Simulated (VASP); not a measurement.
# La3InB (Pm-3m) in VASP: single point with PBE

Aim: the single point of La3InB with PBE.

All numbers are computed with VASP 6.6.1; they aren't measurements. Logs are shortened: lines on timing, memory, paths and dates and some standing lists are left out, and cuts for length are marked.

**1. The structure**

The structure is cubic, space group Pm-3m (No. 221). Conventional cell: a = 5.329 Å, b = 5.329 Å, c = 5.329 Å, α = 90.00°, β = 90.00°, γ = 90.00°. Around La (site symmetry 4/mmm) lie 2 B at 2.66 Å. In (site symmetry m-3m) has 12 La at 3.77 Å as nearest neighbours. B (site symmetry m-3m) is surrounded by 6 La at 2.66 Å.

The cell comes from a database or a generator and needn't be the stable form of this composition.

**2. Single point, PBE**

INCAR reads:

```
PREC     = Accurate       # precision mode
ENCUT    = 520            # plane-wave cutoff, eV
EDIFF    = 1E-7           # SCF threshold, eV
ISMEAR   = 1              # smearing method
SIGMA    = 0.1            # smearing width, eV
LREAL    = False          # projectors in reciprocal space
LASPH    = True           # aspherical terms in the spheres
NELM     = 100            # most SCF steps
ALGO     = Normal         # electronic algorithm
ISIF     = 2              # what is computed and relaxed
LWAVE    = False          # write WAVECAR
LCHARG   = True           # write CHGCAR
GGA      = PE             # functional
LELF     = True           # ELF
LVHAR    = True         
NBANDS   = 32             # bands
```

KPOINTS reads:

```
Automatic mesh
0
Gamma
  5 5 5
```

POSCAR reads:

```
La3InB
1.0
    5.3289490000      0.0000000000      0.0000000000
    0.0000000000      5.3289490000      0.0000000000
    0.0000000000      0.0000000000      5.3289490000
La In B
3 1 1
Direct
    0.5000000000      0.0000000000      0.5000000000
    0.5000000000      0.5000000000      0.0000000000
    0.0000000000      0.5000000000      0.5000000000
    0.0000000000      0.0000000000      0.0000000000
    0.5000000000      0.5000000000      0.5000000000
```

Potentials or basis: VASP PAW PBE potentials, release 64 (La, In_d, B).

Started as:

```bash
cat potpaw_PBE.64/La/POTCAR potpaw_PBE.64/In_d/POTCAR potpaw_PBE.64/B/POTCAR > POTCAR
mpirun -np 1 vasp_std > vasp.out
```

OUTCAR:

```text
PREC = Accurate
   ENCUT = 520
   EDIFF = 1E-7
   ISMEAR = 1
   LREAL = False
   LASPH = True
   NELM = 100
   ISIF = 2
   GGA = PE

 ion  position               nearest neighbor table
   1  0.500  0.000  0.500-   5 2.66   5 2.66   4 3.77   4 3.77   4 3.77   4 3.77
   2  0.500  0.500  0.000-   5 2.66   5 2.66   4 3.77   4 3.77   4 3.77   4 3.77
   3  0.000  0.500  0.500-   5 2.66   5 2.66   4 3.77   4 3.77   4 3.77   4 3.77
   4  0.000  0.000  0.000-   1 3.77   2 3.77   3 3.77   1 3.77   3 3.77   2 3.77   3 3.77   3 3.77
                             1 3.77   2 3.77   1 3.77   2 3.77
   5  0.500  0.500  0.500-   1 2.66   2 2.66   3 2.66   2 2.66   1 2.66   3 2.66

  LATTYP: Found a simple cubic cell.
 ALAT       =     5.3289490000

  Lattice vectors:

 A1 = (   5.3289490000,   0.0000000000,   0.0000000000)
 A2 = (   0.0000000000,   5.3289490000,   0.0000000000)
 A3 = (   0.0000000000,   0.0000000000,   5.3289490000)

Analysis of symmetry for initial positions (statically):
=====================================================================
 Subroutine PRICEL returns:
 Original cell was already a primitive cell.

 Routine SETGRP: Setting up the symmetry group for a
 simple cubic supercell.

 Subroutine GETGRP returns: Found 48 space group operations
 (whereof 48 operations were pure point group operations)
 out of a pool of 48 trial point group operations.

The static configuration has the point symmetry O_h .

Analysis of symmetry for dynamics (positions and initial velocities):
=====================================================================
 Subroutine PRICEL returns:
 Original cell was already a primitive cell.

 Routine SETGRP: Setting up the symmetry group for a
 simple cubic supercell.

 Subroutine GETGRP returns: Found 48 space group operations
 (whereof 48 operations were pure point group operations)
 out of a pool of 48 trial point group operations.

The dynamic configuration has the point symmetry O_h .

 Subroutine INISYM returns: Found 48 space group operations
 (whereof 48 operations are pure point group operations),
 and found     1 'primitive' translations

----------------------------------------------------------------------------------------

                                     Primitive cell
[... 71 lines left out ...]
   NGXF,Y,Z  is equivalent  to a cutoff of  24.96, 24.96, 24.96 a.u.
 SYSTEM =  unknown system
   PREC   = accura    normal or accurate (medium, high low for compatibility)
   ISTART =      0    job   : 0-new  1-cont  2-samecut
   ICHARG =      2    charge: 1-file 2-atom 10-const
   ISPIN  =      1    spin polarized calculation?
   LNONCOLLINEAR =      F non collinear calculations
   LSORBIT =      F    spin-orbit coupling
   LASPH  =      T    aspherical Exc in radial PAW
   ENCUT  =  520.0 eV  38.22 Ry    6.18 a.u.   9.91  9.91  9.91*2*pi/ulx,y,z
   NELM   =    100;   NELMIN=  2; NELMDL= -5     # of ELM steps
   EDIFF  = 0.1E-06   stopping-criterion for ELM
   LREAL  =      F    real-space projection
   EDIFFG = 0.1E-05   stopping-criterion for IOM
   NSW    =      0    number of steps for IOM
   IBRION =     -1    ionic relax: 0-MD 1-quasi-New 2-CG
   NFREE  =      0    steps in history (QN), initial steepest desc. (CG)
   ISIF   =      2    stress and relaxation
   ISYM   =      2    0-nonsym 1-usesym 2-fastsym
   POTIM  = 0.5000    time-step for ionic-motion
   TEBEG  =    0.0;   TEEND  =   0.0 temperature during run
   PSTRESS=    0.0 pullay stress
   NELECT =      49.0000    total number of electrons
   NUPDOWN=      -1.0000    fix difference up-down
   EMIN   =  10.00;   EMAX   =-10.00  energy-range for DOS
[... 5 lines left out ...]
     AMIX     =   0.40;   BMIX     =  1.00
     AMIX_MAG =   1.60;   BMIX_MAG =  1.00
  volume/ion in A,a.u.               =      30.27       204.24
  Fermi-wavevector in a.u.,A,eV,Ry     =   1.124170  2.124373 17.194472  1.263758
  Thomas-Fermi vector in A             =   2.260840
   LORBIT       =      0    0 simple, 1 ext, 2 COOP (PROOUT), +10 PAW based schemes
   GGA     = PE    functional components
[... 5 lines left out ...]
 non-spin polarized calculation
 Methfessel and Paxton  Order N= 1 SIGMA  =   0.10
  energy-cutoff  :      520.00
  volume of cell :      151.33
 maximum number of plane-waves:      4095
 NGX is ok and might be reduce to    40
   NGX = 19   NGY = 19   NGZ = 19

 number of electron      48.9999999 magnetization

 Free energy of the ion-electron system (eV)
  ---------------------------------------------------
  ext. energy  EPLUGINS =         0.00000000
  ---------------------------------------------------
  free energy    TOTEN  =       -24.81391481 eV

  energy without entropy =      -24.80651498  energy(sigma->0) =      -24.81144820

 E-fermi :   6.7450     XC(G=0):  -9.5645

 val. band max:        6.7214208097   @ k =   0.2000   0.2000   0.0000
 cond. band min:       6.7586811267   @ k =   0.4000   0.0000   0.0000
 fundamental gap:      0.0372603170
 Fermi energy:         6.7449726843

 k-point     1 :       0.0000    0.0000    0.0000
  band No.  band energies     occupation
      1     -25.6335      2.00000
      2     -25.4426      2.00000
      3     -25.4426      2.00000
      4      -9.7950      2.00000
      5      -9.7950      2.00000
      6      -9.7950      2.00000
[... 339 lines left out ...]
     31       8.6942     -0.00000
     32       9.0226      0.00000

------------------------ aborting loop because EDIFF is reached ----------------------------------------

  FORCE on cell =-STRESS in cart. coord.  units (eV):
  Direction    XX          YY          ZZ          XY          YZ          ZX
  --------------------------------------------------------------------------------------
  -------------------------------------------------------------------------------------
  Total        0.2805729      0.2805729      0.2805729      0.0000000      0.0000000     -0.0000000
  in kB        2.9705136      2.9705136      2.9705136      0.0000000      0.0000000     -0.0000000
  external PRESSURE =       2.9705136 kB  Pullay stress =       0.0000000 kB

 VOLUME and BASIS-vectors are now :
 -----------------------------------------------------------------------------
  energy-cutoff  :      520.00
  volume of cell :      151.33
      direct lattice vectors                 reciprocal lattice vectors
     5.328949000  0.000000000  0.000000000     0.187654264  0.000000000  0.000000000
     0.000000000  5.328949000  0.000000000     0.000000000  0.187654264  0.000000000
     0.000000000  0.000000000  5.328949000     0.000000000  0.000000000  0.187654264

 POSITION                                       TOTAL-FORCE (eV/Angst)
 -----------------------------------------------------------------------------------
      2.66447      0.00000      2.66447         0.000000      0.000000      0.000000
      2.66447      2.66447      0.00000         0.000000      0.000000      0.000000
      0.00000      2.66447      2.66447         0.000000      0.000000      0.000000
      0.00000      0.00000      0.00000         0.000000      0.000000      0.000000
      2.66447      2.66447      2.66447         0.000000      0.000000      0.000000
 -----------------------------------------------------------------------------------
    total drift:                                0.000000     -0.000000     -0.000000

  FREE ENERGIE OF THE ION-ELECTRON SYSTEM (eV)
  ---------------------------------------------------
  free  energy   TOTEN  =       -24.8139148147 eV

  energy  without entropy=      -24.8065149759  energy(sigma->0) =      -24.81144820
```

Run time: 47 s. Hardware: 1 thread of Intel Xeon 6975P-C (Granite Rapids), shared host; peak memory 0.27 GiB.

Results:

```yaml
Free_energy: -24.8139 eV
Pressure: 0.3 GPa
Band_gap_on_the_k_mesh: none (metal or under the smearing width)
```

The run has no spin-orbit coupling, so splittings on La are missing.
